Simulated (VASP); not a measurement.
Given:

```
CELL_PARAMETERS angstrom
      3.57101     0.00000     0.00000
     -1.78551     3.09259     0.00000
      0.00000     0.00000    23.30171
ATOMIC_POSITIONS crystal
  S  0.66667 0.33333 0.43672
  S  0.33333 0.66667 0.56328
  Pt 0.00000 0.00000 0.50000
```

The numbers are results of PBE GGA, VASP's PBE PAW potentials (set 64) (plane waves; VASP 6.6.1), not measurements. Run with PREC = Normal, EDIFF = 1E-5, 400 eV cut-off, 12×12×1 Γ-centred mesh, Gaussian smearing of 0.050 eV, potentials S Pt.

Question: The ions and cell shape at fixed volume are relaxed. What does this cell relax into?

Answer: 
```
CELL_PARAMETERS angstrom
      3.57203     0.00000     0.00000
     -1.78602     3.09347     0.00000
      0.00000     0.00000    23.28843
ATOMIC_POSITIONS crystal
  S  0.66667 0.33333 0.44729
  S  0.33333 0.66667 0.55271
  Pt 0.00000 0.00000 0.50000
```

Question: How much energy does the relaxation gain?

Answer: The energy (σ→0) changes by -217.9 meV/atom, in 11 ionic steps.

```csv
step,E(σ→0) (eV),max force (eV/Å),pressure (GPa),volume (Å³)
1,-14.8043,2.429,-3.24,257.34
2,-15.2816,1.287,-2.17,257.34
3,-15.3921,0.139,-1.10,257.34
4,-15.3936,0.260,-1.20,257.34
5,-15.4365,0.034,-0.58,257.34
6,-15.4503,0.277,0.28,257.34
7,-15.4513,0.250,0.17,257.34
8,-15.4482,0.108,-0.21,257.34
9,-15.4514,0.231,0.11,257.34
10,-15.4578,0.033,0.00,257.34
11,-15.4580,0.004,-0.02,257.34
```

The cell is a sheet with vacuum, built from PtS2 (1T layered).
